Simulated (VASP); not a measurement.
Here is the system:

```
CELL_PARAMETERS angstrom
      2.96897     0.00000     0.00000
      0.00000     2.96897     0.00000
      0.00000     0.00000     2.96897
ATOMIC_POSITIONS crystal
  Ti 0.00000 0.00000 0.00000
  Co 0.50000 0.50000 0.50000
```

The numbers are results of PW91 GGA, VASP's PBE PAW potentials (set 64) (plane waves; VASP), not measurements. Numerical set-up: 520 eV cut-off, Gaussian smearing of 0.050 eV, potentials Ti_sv Co.

What does the run give for the band gap (along the path) with the smallest direct gap where there is one?

```json
{
  "band gap (along the path)": "none (metal, semimetal or under 0.01 eV)"
}
```

Total energies compare only between runs with the same potentials, cut-off and functional.

The compound is TiCo in the CsCl type structure. It was relaxed first. The run is not spin-polarised, so no magnetic state was tried. The electron count is odd and the run is not spin-polarised, which forces a metal.
